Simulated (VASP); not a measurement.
Data:

```
SrO
1.0
    0.00000     2.63060     2.63060
    2.63060     0.00000     2.63060
    2.63060     2.63060     0.00000
Sr O
1 1
Direct
  0.00000   0.00000   0.00000
  0.50000   0.50000   0.50000
```

These are SCAN meta-GGA, VASP's PBE PAW potentials (set 64) (plane waves; VASP 6.6.1) values and carry that method's errors. Settings: 520 eV cut-off, 9×9×9 Γ-centred mesh, Gaussian smearing of 0.050 eV, potentials Sr_sv O.

Q: What does the run give for the energy per atom (σ→0), pressure?

A: 
energy per atom (σ→0): -17.245 eV/atom
pressure: -4.92 GPa

Only differences to runs with the same potentials and settings are physical.

The compound is SrO in the rock salt structure. This cell is one point of a volume scan, at 1.06 of the reference volume.
